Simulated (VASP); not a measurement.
All values below come from PBE GGA, VASP's PBE PAW potentials (set 64) (plane waves; VASP).

Input for VASP

**KPOINTS**
```
Automatic mesh
0
Gamma
2 2 2
0 0 0
```

### INCAR
```
# general
SYSTEM = Ca
PREC   = Accurate
ENCUT  = 300   # plane-wave cut-off (eV)
LREAL  = .FALSE.
LASPH  = .TRUE.   # aspherical one-centre terms

# electronic loop
EDIFF  = 1E-6   # SCF stop (eV)
NELM   = 100   # most electronic steps
ALGO   = Normal   # blocked Davidson

# smearing
ISMEAR = 0
SIGMA  = 0.2   # width (eV)

# functional
GGA    = PE   # PBE

# ions
ISIF   = 2

# output
LWAVE  = .FALSE.
LCHARG = .FALSE.
```

**POSCAR**
```
Ca
1
    0.0000000000     2.7900000000     2.7900000000
    2.7900000000     0.0000000000     2.7900000000
    2.7900000000     2.7900000000     0.0000000000
Ca
1
Direct
  0.0000000000   0.0000000000   0.0000000000
```

POTCAR, in this order: Ca_sv (PBE.64 set). Program: vasp_std.

The run wrote:

OSZICAR:
```
       N       E                     dE             d eps       ncg     rms          rms(c)
DAV:   1     0.409108234598E+02    0.40911E+02   -0.40611E+03    62   0.690E+02
DAV:   2    -0.261528739630E+00   -0.41172E+02   -0.40887E+02    56   0.166E+02
DAV:   3    -0.160995110160E+01   -0.13484E+01   -0.12895E+01    97   0.273E+01
DAV:   4    -0.162149209366E+01   -0.11541E-01   -0.11520E-01    74   0.222E+00
DAV:   5    -0.162207078707E+01   -0.57869E-03   -0.57786E-03    89   0.256E-01    0.207E+00
DAV:   6    -0.158851772099E+01    0.33553E-01   -0.63575E-02    56   0.232E+00    0.131E+00
DAV:   7    -0.158611122695E+01    0.24065E-02   -0.32885E-02    54   0.174E+00    0.341E-01
DAV:   8    -0.158566137872E+01    0.44985E-03   -0.31234E-03    54   0.678E-01    0.126E-02
DAV:   9    -0.158567242392E+01   -0.11045E-04   -0.13708E-04   106   0.915E-02    0.113E-02
DAV:  10    -0.158567856730E+01   -0.61434E-05   -0.11998E-05    89   0.341E-02    0.376E-03
DAV:  11    -0.158567750222E+01    0.10651E-05   -0.33881E-07    57   0.747E-03    0.212E-03
DAV:  12    -0.158567744202E+01    0.60198E-07   -0.11953E-07    56   0.303E-03
   1 F= -.15856774E+01 E0= -.15478955E+01  d E =-.755640E-01
```

**OUTCAR**
```
------------------------ aborting loop because EDIFF is reached ----------------------------------------
  FORCE on cell =-STRESS in cart. coord.  units (eV):
  Direction    XX          YY          ZZ          XY          YZ          ZX
  --------------------------------------------------------------------------------------
  Total       -0.7213405     -0.7213405     -0.7213405      0.0000000     -0.0000000      0.0000000
  in kB      -26.6077591    -26.6077591    -26.6077591      0.0000000     -0.0000000      0.0000000
  external PRESSURE =     -26.6077591 kB  Pullay stress =       0.0000000 kB
  volume of cell :       43.44
      direct lattice vectors                 reciprocal lattice vectors
     0.000000000  2.790000000  2.790000000    -0.179211470  0.179211470  0.179211470
     2.790000000  0.000000000  2.790000000     0.179211470 -0.179211470  0.179211470
     2.790000000  2.790000000  0.000000000     0.179211470  0.179211470 -0.179211470
 POSITION                                       TOTAL-FORCE (eV/Angst)
 -----------------------------------------------------------------------------------
      0.00000      0.00000      0.00000         0.000000     -0.000000      0.000000
 -----------------------------------------------------------------------------------
    total drift:                               -0.000000     -0.000000     -0.000000
  FREE ENERGIE OF THE ION-ELECTRON SYSTEM (eV)
  ---------------------------------------------------
  free  energy   TOTEN  =        -1.5856774420 eV

  energy  without entropy=       -1.5101134647  energy(sigma->0) =       -1.54789545
```
(Selected blocks of OUTCAR.)

At this cut-off the stress carries a Pulay error, which pulls relaxed volumes low.

The structure is a typed Ca crystal (Fm-3m). The cell was not relaxed at this level. The k-mesh is coarse (spacing up to 0.98 per Å, 2π included), so the numbers may not be converged in it. The run is one of a series of settings (KPOINTS 2×2×2 Γ-centred mesh against the base run), some of them coarse on purpose.
